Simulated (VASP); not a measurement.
# A VASP study of HfPbO3 (optB86b-vdW): structure first, properties next, part 2 of 5

What structure does HfPbO3 take at this level, and what are its properties? Left out of this account: 1 further run (relaxation: a spoilt try). The start is a computed cell from the Materials Project.

VASP 6.6.1; optB86b-vdW; plane waves and PAW (Hf_pv, Pb_d, O).

So far, gap on the k-mesh (eV): step 2 (full relaxation (optB86b-vdW)) 2.46.

**3. Second relaxation**

The basis stayed that of the start cell while the cell moved. A rerun from the cell reached resets it; the error of the finite cutoff stays.

The input, INCAR:

```
SYSTEM = HfPbO3
PREC = Accurate
ENCUT = 520
EDIFF = 1E-06
NELM = 100
ISMEAR = 0
SIGMA = 0.05
LREAL = .FALSE.
ALGO = Normal
GGA = MK
AGGAC = 0
LUSE_VDW = .TRUE.
PARAM1 = 0.1234
PARAM2 = 1
LASPH = .TRUE.
NBANDS = 27
LORBIT = 11
LWAVE = .FALSE.
LCHARG = .FALSE.
KPAR = 4
IBRION = 2
NSW = 60
ISIF = 3
EDIFFG = -0.01
```

The input, POSCAR:

```
HfPbO3
1.0
    4.1282813871      0.0000000000      0.0000000000
    0.0000000000      4.1282813871      0.0000000000
    0.0000000000      0.0000000000      4.1282813871
Hf Pb O
1 1 3
Direct
    0.5000000000      0.5000000000      0.5000000000
    0.0000000000      0.0000000000      0.0000000000
    0.0000000000      0.5000000000      0.5000000000
    0.5000000000      0.0000000000      0.5000000000
    0.5000000000      0.5000000000      0.0000000000
```

The input, KPOINTS:

```
Automatic mesh
0
Gamma
6 6 6
0 0 0
```

PAW data sets: Hf_pv, Pb_d and O (PBE family, release 64).

Started as:

```bash
> mpirun -np 4 vasp_std
```

The log of the run:

```text
[banner, memory and clock lines left out]
running    4 mpi-ranks, on    1 nodes
 distrk:  each k-point on    1 cores,    4 groups
 distr:  one band on    1 cores,    1 groups

 POSCAR found type information on POSCAR HfPbO
 POSCAR found :  3 types and       5 ions
 [... a notice as in an earlier step ...]

 [... a notice as in an earlier step ...]

 LDA part: xc-table for (Slater+PW92), standard interpolation
 POSCAR, INCAR and KPOINTS ok, starting setup
 FFT: planning ... GRIDC
 FFT: planning ... GRID_SOFT
 FFT: planning ... GRID
 WAVECAR not read
 entering main loop
       N       E                     dE             d eps       ncg     rms          rms(c)
DAV:   1     0.445000591563E+03    0.44500E+03   -0.22018E+04  1088   0.174E+03
DAV:   2     0.222069734869E+01   -0.44278E+03   -0.42609E+03  1232   0.467E+02
DAV:   3    -0.377535326813E+02   -0.39974E+02   -0.39351E+02  1282   0.144E+02
DAV:   4    -0.392774506009E+02   -0.15239E+01   -0.15194E+01  1335   0.293E+01
DAV:   5    -0.393258484621E+02   -0.48398E-01   -0.48379E-01  1360   0.512E+00    0.640E+01
DAV:   6    -0.315860684542E+02    0.77398E+01   -0.41058E+01  1326   0.392E+01    0.540E+01
DAV:   7    -0.314070148351E+02    0.17905E+00   -0.27455E+00  1162   0.102E+01    0.335E+01
DAV:   8    -0.313562919418E+02    0.50723E-01   -0.31243E-01  1331   0.640E+00    0.756E+00
DAV:   9    -0.313439402129E+02    0.12352E-01   -0.72609E-02  1341   0.184E+00    0.148E+00
DAV:  10    -0.313441702656E+02   -0.23005E-03   -0.28718E-03  1464   0.853E-01    0.402E-01
DAV:  11    -0.313443726560E+02   -0.20239E-03   -0.64898E-04  1497   0.270E-01    0.130E-01
DAV:  12    -0.313443589777E+02    0.13678E-04   -0.13259E-04  1377   0.186E-01    0.300E-02
DAV:  13    -0.313443602491E+02   -0.12714E-05   -0.11658E-05  1542   0.340E-02    0.686E-03
DAV:  14    -0.313443604071E+02   -0.15798E-06   -0.10157E-06   678   0.975E-03
   1 F= -.31344360E+02 E0= -.31344360E+02  d E =-.313444E+02
 curvature:   0.00 expect dE= 0.000E+00 dE for cont linesearch  0.000E+00
 trial: gam= 0.00000 g(F)=  0.000E+00 g(S)=  0.268E-05 ort = 0.000E+00 (trialstep = 0.100E+01)
 search vector abs. value=  0.268E-05
 reached required accuracy - stopping structural energy minimisation
```

Wall time 65 s (4 MPI ranks of Intel Xeon Platinum 8488C (Sapphire Rapids), shared host); peak memory 1.6 GiB; 3.9 min of CPU time.

Parts of OUTCAR (step 3):

```text
  LATTYP: Found a simple cubic cell.
 ALAT       =     4.1282813871

The static configuration has the point symmetry O_h .

 Found     20 irreducible k-points:

   ENCUT  =  520.0 eV  38.22 Ry    6.18 a.u.   7.68  7.68  7.68*2*pi/ulx,y,z

   NELECT =      42.0000    total number of electrons

 E-fermi :   4.2579

 k-point     1 :       0.0000    0.0000    0.0000
  band No.  band energies     occupation
    ...
     17       3.0383      2.00000
     18       3.0383      2.00000
     19       3.5868      2.00000
     20       3.5868      2.00000
     21       3.5868      2.00000
     22       8.3105      0.00000
     23       8.3105      0.00000
     24       8.3105      0.00000
     25      10.5980      0.00000
     26      10.5980      0.00000
    ...

 k-point     2 :       0.1667    0.0000    0.0000
  band No.  band energies     occupation
    ...
     17       2.8478      2.00000
     18       2.9768      2.00000
     19       3.0471      2.00000
     20       3.5386      2.00000
     21       3.5386      2.00000
     22       8.3236      0.00000
     23       8.8082      0.00000
     24       8.8083      0.00000
     25       9.3063      0.00000
     26      10.5072      0.00000
    ...

Total vdW correction in eV:      7.3861084

  Total       -0.0096264     -0.0096264     -0.0096264     -0.0000000     -0.0000000      0.0000000
  in kB       -0.2192134     -0.2192134     -0.2192134     -0.0000000     -0.0000000      0.0000000
  external PRESSURE =      -0.2192134 kB  Pullay stress =       0.0000000 kB

  energy-cutoff  :      520.00
  volume of cell :       70.36
      direct lattice vectors                 reciprocal lattice vectors
     4.128281387  0.000000000  0.000000000     0.242231550  0.000000000  0.000000000
     0.000000000  4.128281387  0.000000000     0.000000000  0.242231550  0.000000000
     0.000000000  0.000000000  4.128281387     0.000000000  0.000000000  0.242231550

 POSITION                                       TOTAL-FORCE (eV/Angst)
 -----------------------------------------------------------------------------------
      2.06414      2.06414      2.06414         0.000000      0.000000      0.000000
      0.00000      0.00000      0.00000         0.000000      0.000000      0.000000
      0.00000      2.06414      2.06414         0.000000      0.000000      0.000000
      2.06414      0.00000      2.06414         0.000000      0.000000      0.000000
      2.06414      2.06414      0.00000         0.000000      0.000000      0.000000
 -----------------------------------------------------------------------------------
    total drift:                                0.000000     -0.000000     -0.000000

  FREE ENERGIE OF THE ION-ELECTRON SYSTEM (eV)
  ---------------------------------------------------
  free  energy   TOTEN  =       -31.3443604071 eV

  energy  without entropy=      -31.3443604071  energy(sigma->0) =      -31.34436041

Total vdW correction in eV:      7.3860613

 total charge
# of ion       s       p       d       tot
------------------------------------------
    1        0.342   6.754   1.531   8.628
    2        1.518   0.327   9.848  11.693
    3        1.562   3.472   0.000   5.034
    4        1.562   3.472   0.000   5.034
    5        1.562   3.472   0.000   5.034
--------------------------------------------------
tot          6.545  17.498  11.379  35.422

[... 5 parts as in an earlier step ...]

[... 6 further parts left out ...]
```

Little changed from the start: no atom moved by 0.005 Å and no cell edge by 0.1 %.

Numbers from this step:

* free energy (TOTEN): -31.34 eV
* pressure: -0.02192 GPa
* SCF cycles over all ionic steps: 14

It ends with forces that vanish by symmetry and a pressure of -0.02 GPa. The volume moved by under 0.01 %: the run met its threshold at the first step.

**4. Density, ELF and potential (optB86b-vdW)**

The relaxed cell gets a fresh self-consistent run, on a basis set for its own volume, to fix the density and to check the remaining stress.

INCAR, as its differences from that of step 3:

```diff
@@ -18,7 +18,5 @@
 LWAVE = .FALSE.
-LCHARG = .FALSE.
-KPAR = 4
-IBRION = 2
-NSW = 60
-ISIF = 3
-EDIFFG = -0.01
+LCHARG = .TRUE.
+ISIF = 2
+LELF = .TRUE.
+LVHAR = .TRUE.
```

POSCAR is that of step 3.

KPOINTS is that of step 3.

Started as:

```bash
> mpirun -np 4 vasp_std
```

The log of the run:

```text
[banner, memory and clock lines left out]
running    4 mpi-ranks, on    1 nodes
 distrk:  each k-point on    4 cores,    1 groups
 distr:  one band on    1 cores,    4 groups

 POSCAR found type information on POSCAR HfPbO
 POSCAR found :  3 types and       5 ions
 [... a notice as in an earlier step ...]

 [... a notice as in an earlier step ...]

 LDA part: xc-table for (Slater+PW92), standard interpolation
|                                                                             |
|           W    W    AA    RRRRR   N    N  II  N    N   GGGG   !!!           |
|           W    W   A  A   R    R  NN   N  II  NN   N  G    G  !!!           |
|           W    W  A    A  R    R  N N  N  II  N N  N  G       !!!           |
|           W WW W  AAAAAA  RRRRR   N  N N  II  N  N N  G  GGG   !            |
|           WW  WW  A    A  R   R   N   NN  II  N   NN  G    G                |
|           W    W  A    A  R    R  N    N  II  N    N   GGGG   !!!           |
|                                                                             |
|     The number of bands has been changed from the values supplied in        |
|     The orbitals not found in the WAVECAR file will be initialized with     |
|     random numbers, which is usually adequate. For correlated               |
|     calculations, however, you should redo the groundstate calculation.     |
|     I found NBANDS = 27. Now, NBANDS = 28.                                  |
|                                                                             |

 POSCAR, INCAR and KPOINTS ok, starting setup
 FFT: planning ... GRIDC
 FFT: planning ... GRID_SOFT
 FFT: planning ... GRID
 WAVECAR not read
 entering main loop
       N       E                     dE             d eps       ncg     rms          rms(c)
DAV:   1     0.439634098269E+03    0.43963E+03   -0.21936E+04  1128   0.167E+03
DAV:   2     0.626954093385E+01   -0.43336E+03   -0.41311E+03  1256   0.457E+02
DAV:   3    -0.378459522622E+02   -0.44115E+02   -0.43452E+02  1380   0.148E+02
DAV:   4    -0.392753905274E+02   -0.14294E+01   -0.14254E+01  1324   0.272E+01
DAV:   5    -0.393262654345E+02   -0.50875E-01   -0.50866E-01  1440   0.530E+00    0.640E+01
DAV:   6    -0.315810357236E+02    0.77452E+01   -0.38900E+01  1372   0.378E+01    0.534E+01
DAV:   7    -0.314059949961E+02    0.17504E+00   -0.26857E+00  1260   0.986E+00    0.335E+01
DAV:   8    -0.313593109007E+02    0.46684E-01   -0.32832E-01  1428   0.628E+00    0.850E+00
DAV:   9    -0.313439574335E+02    0.15353E-01   -0.80924E-02  1396   0.195E+00    0.167E+00
DAV:  10    -0.313441481773E+02   -0.19074E-03   -0.28915E-03  1512   0.808E-01    0.570E-01
DAV:  11    -0.313443639407E+02   -0.21576E-03   -0.70452E-04  1584   0.295E-01    0.103E-01
DAV:  12    -0.313443589210E+02    0.50197E-05   -0.11785E-04  1532   0.164E-01    0.266E-02
DAV:  13    -0.313443602084E+02   -0.12874E-05   -0.90588E-06  1540   0.324E-02    0.409E-03
DAV:  14    -0.313443604281E+02   -0.21976E-06   -0.92375E-07   856   0.868E-03
   1 F= -.31344360E+02 E0= -.31344360E+02  d E =-.490037E-11
```

Wall time 25 s (4 MPI ranks); peak memory 0.94 GiB; 94 s of CPU time.

Parts of OUTCAR (step 4):

```text
The static configuration has the point symmetry O_h .

 Found     20 irreducible k-points:

   k-points           NKPTS =     20   k-points in BZ     NKDIM =     20   number of bands    NBANDS=     28

   NELECT =      42.0000    total number of electrons

 E-fermi :   4.2655

 k-point     1 :       0.0000    0.0000    0.0000
  band No.  band energies     occupation
    ...
     17       3.0383      2.00000
     18       3.0383      2.00000
     19       3.5868      2.00000
     20       3.5868      2.00000
     21       3.5868      2.00000
     22       8.3106      0.00000
     23       8.3106      0.00000
     24       8.3106      0.00000
     25      10.5980      0.00000
     26      10.5980      0.00000
    ...

 k-point     2 :       0.1667    0.0000    0.0000
  band No.  band energies     occupation
    ...
     17       2.8478      2.00000
     18       2.9768      2.00000
     19       3.0471      2.00000
     20       3.5385      2.00000
     21       3.5385      2.00000
     22       8.3236      0.00000
     23       8.8083      0.00000
     24       8.8083      0.00000
     25       9.3063      0.00000
     26      10.5072      0.00000
    ...

Total vdW correction in eV:      7.3861142

  Total       -0.0102391     -0.0102391     -0.0102391     -0.0000000     -0.0000000     -0.0000000
  in kB       -0.2331650     -0.2331650     -0.2331650     -0.0000000     -0.0000000     -0.0000000
  external PRESSURE =      -0.2331650 kB  Pullay stress =       0.0000000 kB

  FREE ENERGIE OF THE ION-ELECTRON SYSTEM (eV)
  ---------------------------------------------------
  free  energy   TOTEN  =       -31.3443604281 eV

  energy  without entropy=      -31.3443604281  energy(sigma->0) =      -31.34436043

Total vdW correction in eV:      7.3860630

[... 9 parts as in an earlier step ...]

[... 5 further parts left out ...]
```

Numbers from this step:

```
SCF cycles   : 14
bands        : 28
Fermi energy : 4.266 eV
pressure     : -0.02332 GPa
```

Valence electrons inside each PAW sphere by angular momentum. Sphere charges, by row:

```
atom  s (e)  p (e)  d (e)  tot (e)
 Hf1  0.342  6.754  1.531    8.628
 Pb2  1.518  0.327  9.848    11.69
  O3  1.562  3.472      0    5.034
  O4  1.562  3.472      0    5.034
  O5  1.562  3.472      0    5.034
```

Valence density in the ac plane at fractional y = 0.500, with atoms of Hf and O within 0.2 Å of it. It is the smooth field of the valence electrons, not physical close to the nuclei.

Ten even steps from '_' (0.0 e/Å³) to '@' (7.3 e/Å³), each cell a mean:
```
__________::**%%==..________
__________..----::..________
______________..____________
______________..____________
::..______..::::::..____....
**==..__..::--==--::____::==
@@##::__..--======::....--%%
%%++..__..::====--::____--**
::::______..::--::..____..::
____________......__________
____________________________
____________..::..__________
__________::++##==..________
__________::%%@@**::________
```
Columns run along a (4.1 Å), rows up along c (4.1 Å). Atoms in or near the plane, at fractional coordinates: Hf at (0.50, 0.50), O at (0.00, 0.50), O at (0.50, 0.00).

ELF in the ac plane at fractional y = 0.500, with atoms of Hf and O within 0.2 Å of it. It is the smooth field of the valence electrons, not physical close to the nuclei.

Ten even steps from '0' (0.00) to '9' (0.83), each cell a mean:
```
00138987996200
00026999985100
32112456541012
76310133210156
99722455531489
89843521452599
58944400153697
79944510253598
99832454541499
88511244320268
43101344421123
10015899873101
00038998996200
00148975897300
```
Columns run along a (4.1 Å), rows up along c (4.1 Å). Atoms in or near the plane, at fractional coordinates: Hf at (0.50, 0.50), O at (0.00, 0.50), O at (0.50, 0.00).

Electrostatic potential energy in the ac plane at fractional y = 0.500, with atoms of Hf and O within 0.2 Å of it. With pseudopotentials it is smooth inside the atoms' cores, unlike the true potential.

Ten even steps from '0' (-50 eV) to '9' (5 eV), each cell a mean:
```
99999600279999
99999854699999
99999888899999
99998777788999
68987666668997
03886655567862
00676544567840
01786554567850
57987655667886
99998766678999
99999887889999
99999976899999
99999710389999
99999500069999
```
Columns run along a (4.1 Å; values clipped at the 3rd and 97th percentile), rows up along c (4.1 Å). Atoms in or near the plane, at fractional coordinates: Hf at (0.50, 0.50), O at (0.00, 0.50), O at (0.50, 0.00).

In this run the pressure is -0.02 GPa, small enough to go on.

(Continued in part 3 of 5.)

[Lines on the potential files, build, host, timing and source positions are cut from VASP's logs without a mark.]

[Logs are printed without paths, hosts, clocks, repeated set-up lines and the standing remarks that a program may print on its own settings, such as how far it seeks lower states.]

[Hosts, paths, dates, database ids (printed as entryN), source tags and the programs' standing remarks are cut or masked in the printed files.]

[A measured line is paired with the nearest computed mode of its activity, which favours agreement.]
